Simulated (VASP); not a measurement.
Given:

```
Ni
1.0
    0.00000     1.70922     1.70922
    1.70922     0.00000     1.70922
    1.70922     1.70922     0.00000
Ni
1
Direct
  0.00000   0.00000   0.00000
```
Starting moments (μB, in the order of the record's atoms Ni): 0.6.

Level of theory: rev-vdW-DF2, VASP's PBE PAW potentials (set 64) (plane waves; VASP). Numerical set-up: 520 eV cut-off, 18×18×18 Γ-centred mesh, first-order Methfessel-Paxton smearing of 0.10 eV, potentials Ni.

Question: Give the stress tensor in GPa (positive for a compressed cell).

Answer: 
```
15.36   0.00   0.00
 0.00  15.36   0.00
 0.00   0.00  15.36
```
The pressure is its mean diagonal, 15.36 GPa.

The compound is Ni in the fcc structure. This cell is one point of a volume scan, at 0.94 of the reference volume.
